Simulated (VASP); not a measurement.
GaSb, 2 atoms in the cell. Symmetry: F-43m, No. 216, cubic system. Conventional cell: a = 6.214 Å, b = 6.214 Å, c = 6.214 Å, α = 90.00°, β = 90.00°, γ = 90.00°. Around Ga (site symmetry -43m) lie 4 Sb at 2.69 Å. Sb (site symmetry -43m) has 4 Ga at 2.69 Å as nearest neighbours. 

```yaml
Program: VASP 6.6.1
Task: single point
Functional: PBE
Potentials_or_basis: VASP PAW PBE potentials, release 64 (Ga_d, Sb)
Cutoff: 520 eV
k_mesh: 12 × 12 × 12
Occupations: gaussian, width 0.1 eV
Spin: no spin polarisation
Dipole_correction: no
Further_INCAR_settings: ALGO = Normal; EDIFF = 1e-07; NBANDS = 16
```

Potentials or basis: VASP PAW PBE potentials, release 64 (Ga_d, Sb).

Run with:

```sh
$ cat potpaw_PBE.64/Ga_d/POTCAR potpaw_PBE.64/Sb/POTCAR > POTCAR
$ mpirun -np 1 vasp_std > vasp.out
```

Hardware: 1 thread of Intel(R) Xeon(R) Platinum 8259CL CPU @ 2.50GHz (Skylake/Cascade Lake), on a shared host.

Task: How long does it take, and how much memory?

Result: It took 81 s on 1 thread of Intel(R) Xeon(R) Platinum 8259CL CPU @ 2.50GHz (Skylake/Cascade Lake) (shared host), peak memory 0.24 GiB. Counts: scf iterations 14, k points 72.
